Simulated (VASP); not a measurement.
Input of a VASP 6.6.1 run:

INCAR

```
SYSTEM = Sn
PREC = Accurate
ENCUT = 350
EDIFF = 1E-7
ISMEAR = 0
SIGMA = 0.02
LREAL = .False.
LASPH = .True.
NELM = 80
ALGO = Normal
ISIF = 2
LWAVE = .False.
LCHARG = .False.
GGA = PE
```

KPOINTS

```
regular mesh
0
Gamma
  6 6 6
  0 0 0
```

POSCAR

```
Sn
1.0
    0.0000000000      3.2333428000      3.2333428000
    3.2333428000      0.0000000000      3.2333428000
    3.2333428000      3.2333428000      0.0000000000
Sn
2
Direct
    0.0000000000      0.0000000000      0.0000000000
    0.2500000000      0.2500000000      0.2500000000
```

Potentials or basis: VASP PAW PBE potentials, release 64 (Sn_d).

Launch:

```sh
$ cat potpaw_PBE.64/Sn_d/POTCAR > POTCAR
$ mpirun -np 1 vasp_std > vasp.out
```

Question: Predict the band gap on the k mesh.

Answer: None (metal or under the smearing width).

Question: Estimate the pressure.

Answer: 3.5 GPa.
